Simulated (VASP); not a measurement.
Method: LDA (Ceperley-Alder, Perdew-Zunger), VASP's LDA PAW potentials (set 64) (plane waves; VASP).

VASP ran on this input.

### INCAR
```
! general
SYSTEM =As
PREC   =Accurate
ENCUT  =500
LREAL  =.FALSE.
LASPH  =.TRUE.

! electronic loop
EDIFF  =1E-6
NELM   =100
ALGO   =Normal
LMAXMIX=4

! smearing
ISMEAR =1
SIGMA  =0.1

! ions
IBRION =2
NSW    =40
ISIF   =3
EDIFFG =-0.02

! output
LWAVE  =.FALSE.
LCHARG =.FALSE.
```

### POSCAR
```
As
1
    3.5015394211    -1.8832873011    -0.0571804397
    3.5015394211     1.8832873011    -0.0571804397
    2.5395202170     0.0000000000     3.0596820858
As
2
Direct
  0.2307430342   0.2307430342   0.2307430342
  0.7692569658   0.7692569658   0.7692569658
```

**KPOINTS**
```
Automatic mesh
0
Gamma
12 12 12
0 0 0
```

POTCAR, in this order: As (LDA.64 set). Program: vasp_std.

Q: Estimate the energy per atom (σ→0), band gap (on the k-mesh).

A: 
```
Quantity                                                    Result
------------------------  ----------------------------------------
energy per atom (σ→0)                               -5.393 eV/atom
band gap (on the k-mesh)  none (metal, semimetal or under 0.01 eV)
```

File OSZICAR:
```
...
DAV:   4    -0.108277064345E+02   -0.61846E-02   -0.61831E-02  4243   0.199E+00
DAV:   5    -0.108277204035E+02   -0.13969E-04   -0.13968E-04  3931   0.861E-02    0.363E+00
DAV:   6    -0.108002866831E+02    0.27434E-01   -0.78678E-03  3773   0.584E-01    0.214E+00
DAV:   7    -0.107857973048E+02    0.14489E-01   -0.15593E-02  3696   0.842E-01    0.699E-02
DAV:   8    -0.107857788698E+02    0.18435E-04   -0.28639E-04  3536   0.137E-01    0.212E-02
DAV:   9    -0.107857827884E+02   -0.39186E-05   -0.22386E-05  3995   0.339E-02    0.866E-03
DAV:  10    -0.107857822881E+02    0.50032E-06   -0.19607E-06  2517   0.922E-03
   1 F= -.10785782E+02 E0= -.10785787E+02  d E =-.107858E+02
```

The compound is As in the a7 structure. It was relaxed first, which changed the volume by -5 %.
